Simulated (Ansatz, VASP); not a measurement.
# LiPS3 in two plane-wave programs, part 2 of 2

One calculation is typed for both programs; each brings its own data sets. How far apart do they land? The cell is taken from a series of runs on this material, whose earlier steps may have relaxed, scaled, displaced or heated it; both programs get it as it stands.

VASP 6.6.1 and Ansatz 0.2.0.

So far: The structure; VASP: G0W0 gap, HF with an exact-exchange share of 1.

## (3) Ansatz: G0W0 gap, HF with an exact-exchange share of 1

Level of this step: Ansatz beside VASP: Kohn-Sham DFT, plane waves, HF (Ansatz).

Ansatz runs on its PAW soft_1 files.

The same cell, functional and mesh now go to Ansatz, which takes its cutoff from its data sets.

The input, input.yaml:

```yaml
crystal:
  lattice:
    - [5.5578, -3.5035, 0.0]
    - [5.5578, 3.5035, 0.0]
    - [-3.7957895619, 0.0, 5.3074392707]
  atoms:
    - { symbol: Li, position: [0.7591184309, 0.2408815691, 0.0] }
    - { symbol: Li, position: [0.2408815691, 0.7591184309, 0.0] }
    - { symbol: P, position: [0.1535229576, 0.1535229576, 0.5780140654] }
    - { symbol: P, position: [0.8464770424, 0.8464770424, 0.4219859346] }
    - { symbol: S, position: [0.2240344925, 0.7759655075, 0.5] }
    - { symbol: S, position: [0.7759655075, 0.2240344925, 0.5] }
    - { symbol: S, position: [0.197106774, 0.197106774, 0.3187113102] }
    - { symbol: S, position: [0.802893226, 0.802893226, 0.6812886898] }
    - { symbol: S, position: [0.3227742362, 0.3227742362, 0.940813349] }
    - { symbol: S, position: [0.6772257638, 0.6772257638, 0.059186651] }
kpoints:
  mp_grid: { grid: [2, 2, 2] }
hamiltonian:
  xc: hf
  pseudopotentials: { kind: paw, azcp: { folder: soft_1 } }
scf:
  occupations: { method: fixed }
gw:
  n_empty_bands: 469
  ecut_chi: 100
  qp_bands: [v3, c3]
  qp_kpoints: band_edges
  screening: { model: contour_deformation }
```

Run with:

```
$ ansatz run input.yaml --threads 2 --pin off --max-ram 92160MiB --backend cuda --events-out ev --progress --plain --runs-dir out --devices 1 --max-vram 13GiB
```

Numbers of over 12 decimals in the logs are rounded to 6 here.

The program printed:

```text
GPUs: using 1 of 1 available (devices: 1).
Engine: ansatz 0.2.0, x86_64-unknown-linux-gnu
Pseudopotentials: kind: paw
Pseudopotential: Li, paw, valence charge 3, recommended cutoff 420 eV (normal), soft_1/Li.paw.azcp
Pseudopotential: P, paw, valence charge 5, recommended cutoff 420 eV (normal), soft_1/P.paw.azcp
Pseudopotential: S, paw, valence charge 6, recommended cutoff 420 eV (normal), soft_1/S.paw.azcp
Functional definition: HF
  exchange = exact_x
  correlation = 0
davidson cushion auto → on  (no smearing: the cushion is to keep the highest requested band from converging to the state above it; pin scf.eigensolver.cushion to override)
device memory: the entry about to start is reckoned to put 1.9 GiB on a device that reports 46.6 GiB free (of which the cap on the GPU budget leaves the run 13.0 GiB)
GPU FFT provider: cuFFT
GPU libraries: cuBLAS 13.8.2, cuFFT 12.4.0, cuSOLVER 12.3.4
Crystal: 10 atoms, lattice volume = 206.690 Å³
Basis set: ecut = 420 eV, 3981 PW (Γ)
Bands: 36, of which v1, the nominal top of the filled ones, is band 26 counted from 1 (25 counted from 0)
Symmetry: 4 space group operations
Space group: C2/m (ITA 12), of the structure as read, at distance tolerance 5.9e-5 Å
k-points: 6 of 8
Non-local potential: Li, projectors of the file, l = 0: 3, l = 1: 2, l = 2: 1
Non-local potential: P, projectors of the file, l = 0: 2, l = 1: 2, l = 2: 1
Non-local potential: S, projectors of the file, l = 0: 2, l = 1: 2, l = 2: 1
PAW form: soft (Blöchl's): semilocal exchange-correlation on the pseudo side does not see the compensation charge
PAW frozen core: P, regenerated for the run's functional, and the local potential with it (the file was generated under x = pbe(κ = 0.804, μ = 0.219515), c = pbe(β = 0.066725))
PAW frozen core: S, regenerated for the run's functional, and the local potential with it (the file was generated under x = pbe(κ = 0.804, μ = 0.219515), c = pbe(β = 0.066725))
PAW one-centre angular grid: Li, 110 points (default); XC on 96 Gauss nodes
PAW one-centre angular grid: P, 110 points (default); XC on 64 Gauss nodes
PAW one-centre angular grid: S, 110 points (default); XC on 64 Gauss nodes
Initial density: superposition of atomic densities (chi_scale 0.1, normalization cell, long waves kept (reshape's long-wave potential 0.03 eV rms))
Initial wavefunctions: pseudopotential atomic-orbital guess
GPU buffer pool allocated for 91125 grid points (all kernels)
GPU transforms: local potential and band sums: pruned to the plane-wave sphere, on 45×45×45
Functional: x = pbe(κ = 0.804, μ = 0.219515), c = none, warm-up for x = 0 pbe(κ = 0.804, μ = 0.219515) + 1 exact, c = none
SCF iter   1: F=—  HF=-7200.880248 eV  |F-HF|=—  |Δ(HF+E_count)|=         —  Δρ=4.53e-2  dr2=6.66e0  ethr=1.00e-1  ⟨swp⟩=6.0  Hψ=774  notcnv=0
preconditioner: auto → none  [insulator: Δε(μ)=2.687 eV  Ē_g=10.414 eV  n_scr=34 (ndim 8)  ℏωp=17.9 eV  f_vac=0.000]
SCF iter   2: F=—  HF=-7199.523807 eV  |F-HF|=—  |Δ(HF+E_count)|=    1.36e0  Δρ=2.39e-2  dr2=1.95e0  ethr=1.28e-2  ⟨swp⟩=4.5  Hψ=639  notcnv=0  defer=1
SCF iter   3: F=—  HF=-7199.193535 eV  |F-HF|=—  |Δ(HF+E_count)|=   3.30e-1  Δρ=1.27e-2  dr2=3.97e-1  ethr=3.74e-3  ⟨swp⟩=3.8  Hψ=593  notcnv=0
SCF iter   4: F=—  HF=-7199.145463 eV  |F-HF|=—  |Δ(HF+E_count)|=   4.81e-2  Δρ=5.68e-3  dr2=5.70e-2  ethr=7.64e-4  ⟨swp⟩=3.0  Hψ=534  notcnv=0
iter 5 solved again at ethr=8.01e-6 eV; its pass at ethr=1.10e-4 eV (dr2=4.16e-3 eV) is discarded
SCF iter   5: F=—  HF=-7199.141987 eV  |F-HF|=—  |Δ(HF+E_count)|=   3.48e-3  Δρ=1.59e-3  dr2=4.12e-3  ethr=8.01e-6  ⟨swp⟩=3.3  Hψ=1083  notcnv=0  defer=1
SCF iter   6: F=-7199.142161 eV  HF=-7199.142093 eV  |F-HF|=6.80e-5  |Δ(HF+E_count)|=   1.06e-4  Δρ=4.36e-4  dr2=2.18e-4  ethr=7.92e-6  ⟨swp⟩=3.3  Hψ=524  notcnv=0  defer=1
SCF 1 stopped early in 6 iterations: F = -7199.142161 eV  dr2 = 2.18e-4
  greatest PAW one-centre occupation: 1.000 electrons in one spin orbital (limit 2), on the Li atom at site 1 (counted from 0), in its partial waves of l = 0
device memory: the entry about to start is reckoned to put 2.5 GiB on a device that reports 46.5 GiB free (of which the cap on the GPU budget leaves the run 13.0 GiB)
GPU FFT provider: cuFFT
GPU libraries: cuBLAS 13.8.2, cuFFT 12.4.0, cuSOLVER 12.3.4
Initial density: handed on by an earlier stage of this run
Initial wavefunctions: those handed on with the density
GPU buffer pool allocated for 91125 grid points (all kernels)
GPU transforms: local potential and band sums: pruned to the plane-wave sphere, on 45×45×45
Functional: x = 0 pbe(κ = 0.804, μ = 0.219515) + 1 exact, c = none
[...]
SCF 3 converged in 6 iterations: F = -7225.290628 eV  dr2 = 3.11e-8
hybrid outer 2: dexx = +4.703e-4 eV, tail = 9.71e-6 eV, Δε = 1.71e-2 eV (about 1.08e-3 eV left of the loop's levels)
GPU FFT provider: cuFFT
GPU libraries: cuBLAS 13.8.2, cuFFT 12.4.0, cuSOLVER 12.3.4
GPU buffer pool allocated for 91125 grid points (all kernels)
GPU transforms: local potential and band sums: pruned to the plane-wave sphere, on 45×45×45
[...]
Exchange-term sweep: 1 of 6 (spin, k) points
Exchange-term sweep: 2 of 6 (spin, k) points
Exchange-term sweep: 3 of 6 (spin, k) points
Exchange-term sweep: 4 of 6 (spin, k) points
Exchange-term sweep: 5 of 6 (spin, k) points
Exchange-term sweep: 6 of 6 (spin, k) points
G₀W₀ screening: q 1/6
[... further progress lines ...]
device memory: the entry about to start is reckoned to put 0.8 GiB on a device that reports 38.8 GiB free (of which the cap on the GPU budget leaves the run 13.0 GiB)
NSCF: frozen V_eff on 1 k-points
device memory: the entry about to start is reckoned to put 0.8 GiB on a device that reports 38.7 GiB free (of which the cap on the GPU budget leaves the run 13.0 GiB)
NSCF: frozen V_eff on 1 k-points
device memory: the entry about to start is reckoned to put 0.8 GiB on a device that reports 38.7 GiB free (of which the cap on the GPU budget leaves the run 13.0 GiB)
NSCF: frozen V_eff on 1 k-points
hybrid SCF converged: 3 outer / 16 inner (+6 warm-up), last move |dexx| = 1.94e-6 eV, tail = 1.05e-7 eV
Stability not checked: this state was not tested for a lower state beside it, because the functional holds exact exchange (a hybrid, or Hartree-Fock), whose exchange loop this test does not read (fock_operator; see scf.lower_state_search)
Free energy (F): -7225.290664 eV
Frozen-core exchange: fock
Harris-Foulkes:  -7225.290664 eV  (|F-HF|=1.53e-8)
Internal energy: -7225.290664 eV  (E = F + TS)
E sigma→0 (E₀):  -7225.290664 eV
Fermi energy:    0.606876 eV
--- Per-component energies (eV) ---
  E_band       = -563.009702
  E_kinetic    = 807.732111
  E_local      = -1388.345032  (includes V_loc(G=0)·N_el)
  E_nonlocal   = 220.903447
  E_hartree    = 423.722324
  E_xc         = 0.000000
  E_vxc        = 0.000000  (∫ρ·V_xc dr)
  E_exx        = -518.633939  (= α·E_x^exact, valence–valence)
  E_paw        = -4879.687445  (= ΣΔE_a)
  E_vpaw       = -13.478839  (= ΣTr[D̂ρ^β])
  E_aug_tail   = 0.000513  (compensation charges beyond the density's cutoff)
  E_ewald      = -1888.804300
  E_core_change = -2.178344  (= ΣΔE_core)
  E_smearing   = -0.000000  (= −TS)
  E_closure    = -0.000000  (closes the sum)
  Σ components = -7225.290664   (vs F -7225.290664, Δ=0.00e0)
--- Band table (eV; the first three rows and the last of 6) ---
  k-point 0: bands = [... 22 lower, -0.2352, 0.2484, 0.3788, 0.6069, 10.5986, 11.0005, 11.8881, 12.3515, ... 2 higher]
  k-point 1: bands = [... 22 lower, -0.2883, -0.2583, -0.2162, -0.0509, 10.1981, 10.9233, 11.1526, 12.4884, ... 2 higher]
  k-point 2: bands = [... 22 lower, -0.5688, -0.3260, -0.0044, 0.0819, 10.4175, 11.2584, 11.9095, 12.4380, ... 2 higher]
  k-point 5: bands = [... 22 lower, -0.3104, -0.1404, -0.0478, 0.0363, 11.0398, 11.1804, 12.0815, 12.2136, ... 2 higher]
  guard bands above this table: 4 of the run's 36 bands. The solve was not asked for them (output.publish_guard_bands: true or output.eigenvalues: true publishes all)
--- G₀W₀: contour deformation, 5 samples at zero and on the imaginary axis and 1 off it, 8 q-points, 469 empty bands' worth ---
  eigenvalues of the whole cell's RPA ε∞ on this k-mesh (on a slab, of 1 + 4πα/V) = 2.2688, 2.4132, 2.5462; static W/v taken at q = 0 is 0.415274
  gw.qp_kpoints: band_edges: 6 of 6 stored k-points solved, in 1 pass; an edge of the gap read off the rows below is read off those points alone
    ik  band        ε_KS         Σx   Σc(E_QP)       V_xc       Z   E_QP_lin       E_QP  E_QP is
     0    24      0.2484   -18.4229     1.3349   -18.3436  0.8804     1.4993     1.5040  root
     0    25      0.3788   -18.4025     1.3769   -18.3149  0.8809     1.6632     1.6682  root
     0    26      0.6069   -18.5875     1.4232   -18.5023  0.8800     1.9396     1.9449  root
     0    27     10.5986    -8.4795    -2.8704    -8.5419  0.8856     7.8123     7.7906  root
     0    28     11.0005    -7.8127    -2.8601    -7.8841  0.8887     8.2323     8.2118  root
     0    29     11.8881    -9.0237    -2.9732    -9.0902  0.8867     9.0049     8.9813  root
     1    24     -0.2583   -18.3205     1.4755   -18.2453  0.8792     1.1359     1.1420  root
     1    25     -0.2162   -18.0347     1.4596   -17.9629  0.8791     1.1655     1.1716  root
     1    26     -0.0509   -18.1745     1.3786   -18.0971  0.8799     1.2452     1.2503  root
     1    27     10.1981    -8.2130    -2.8446    -8.2815  0.8870     7.4427     7.4220  root
     1    28     10.9233    -5.9839    -2.7579    -6.0412  0.8965     8.2418     8.2227  root
     1    29     11.1526    -7.6100    -2.8832    -7.6781  0.8881     8.3587     8.3375  root
     2    24     -0.3260   -18.1303     1.4880   -18.0570  0.8789     1.0824     1.0888  root
     2    25     -0.0044   -18.1585     1.4280   -18.0802  0.8798     1.3395     1.3452  root
     2    26      0.0819   -18.3969     1.4192   -18.3131  0.8800     1.4119     1.4173  root
     2    27     10.4175    -7.9022    -2.8593    -7.9699  0.8880     7.6467     7.6259  root
     2    28     11.2584    -7.4219    -2.8104    -7.4832  0.8898     8.5297     8.5093  root
     2    29     11.9095    -7.3739    -2.8853    -7.4270  0.8901     9.0994     9.0773  root
     3    24     -0.2815   -18.2912     1.3898   -18.2110  0.8799     1.0228     1.0280  root
     3    25     -0.0538   -18.1789     1.4071   -18.0947  0.8802     1.2637     1.2691  root
     3    26      0.1942   -18.4761     1.4542   -18.3958  0.8797     1.5624     1.5681  root
     3    27     10.6109    -8.1338    -2.8681    -8.1953  0.8868     7.8258     7.8043  root
     3    28     11.5330    -8.0433    -2.8700    -8.1066  0.8873     8.7477     8.7263  root
     3    29     11.6038    -6.5980    -2.7997    -6.6518  0.8935     8.8783     8.8580  root
[...]
4    28     11.5489    -7.3402    -2.8612    -7.4013  0.8892     8.7701     8.7488  root
     4    29     12.1476    -7.6854    -2.9887    -7.7425  0.8875     9.2401     9.2160  root
     5    24     -0.1404   -17.9528     1.4334   -17.8744  0.8798     1.2088     1.2146  root
     5    25     -0.0478   -18.1571     1.4116   -18.0812  0.8795     1.2824     1.2880  root
     5    26      0.0363   -18.2284     1.4024   -18.1507  0.8797     1.3557     1.3611  root
     5    27     11.0398    -8.4239    -2.8639    -8.4812  0.8859     8.2550     8.2332  root
     5    28     11.1804    -6.9589    -2.7532    -7.0192  0.8941     8.5067     8.4875  root
     5    29     12.0815    -8.0102    -2.9259    -8.0682  0.8862     9.2364     9.2135  root
```

Reading the cycles: dr2 is the Hartree energy of the density residual (eV), the measure of convergence; HF is the Harris–Foulkes estimate of the energy, which meets the free energy F at convergence.

## (4) Side by side

Known differences besides the potentials themselves: exact exchange at q = 0 is treated differently, which shows on coarse meshes; VASP keeps PBE cores, Ansatz makes them for the functional; fixed occupations in Ansatz, narrow Gaussian smearing in VASP; the cutoff is 420 eV in Ansatz and 460 eV in VASP; Ansatz integrates over frequency by contour deformation, VASP on a grid of NOMEGA points; Ansatz's G0W0 levels solve the quasiparticle equation, VASP's are linearised. Total energies have different zeros and are not compared.

The two programs side by side:

| quantity | Ansatz | VASP | difference |
| --- | --- | --- | --- |
| G0W0 gap on the mesh (eV) | 5.48 | 5.73 | -0.25 |
| Kohn-Sham gap under it (eV) | 9.59 | 9.72 | -0.13 |

## (5) Outcome

* difference in G0W0 gap on the mesh (G0W0 gap, HF with an exact-exchange share of 1): -0.25 eV

The difference in G0W0 gap on the mesh is -0.25 eV (G0W0 gap, HF with an exact-exchange share of 1). Part of the difference in the G0W0 gap can come from VASP's linearised levels. Such differences can come from data sets, numerical settings and the points named under the comparisons, not from the functional's error against experiment.

[Lines on the potential files, build, host, timing and source positions are cut from VASP's logs without a mark.]

[Logs are printed without paths, hosts, clocks, repeated set-up lines and the standing remarks that a program may print on its own settings, such as how far it seeks lower states.]

[Hosts, paths, dates, database ids (printed as entryN), source tags and the programs' standing remarks are cut or masked in the printed files.]
